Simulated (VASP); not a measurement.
Given:

```
CELL_PARAMETERS angstrom
      5.34442     0.00000     0.00000
      0.00000    10.22219     0.00000
      0.00000     0.00000     3.86796
ATOMIC_POSITIONS crystal
  Si 0.09476 0.65520 0.50000
  Si 0.90524 0.34480 0.50000
  Si 0.59476 0.84480 0.50000
  Si 0.40524 0.15520 0.50000
  Si 0.50000 0.50000 0.00000
  Si 0.00000 0.00000 0.00000
  Rh 0.33345 0.39276 0.50000
  Rh 0.66655 0.60724 0.50000
  Rh 0.83345 0.10724 0.50000
  Rh 0.16655 0.89276 0.50000
  Rh 0.34028 0.71264 0.00000
  Rh 0.65972 0.28736 0.00000
  Rh 0.84028 0.78736 0.00000
  Rh 0.15972 0.21264 0.00000
  Rh 0.50000 0.00000 0.00000
  Rh 0.00000 0.50000 0.00000
```

Calculation: r2SCAN meta-GGA, VASP's PBE PAW potentials (set 64) (plane waves; VASP 6.6.1). Run with LREAL = Auto, 400 eV cut-off, 7×4×9 Γ-centred mesh, tetrahedra with Blöchl corrections, potentials Si Rh_pv.

**Question.** Predict the energy per atom (σ→0), band gap (over mesh and band path) with the smallest direct gap where there is one.

**Answer.** 
```yaml
band gap (over mesh and band path): none (metal, semimetal or under 0.01 eV)
energy per atom (σ→0): -19144 meV/atom
```

Total energies compare only between runs with the same potentials, cut-off and functional.

The structure comes from a computed database's Si3Rh5 entry (Pbam); how it stands against other phases isn't given here. It was relaxed first.
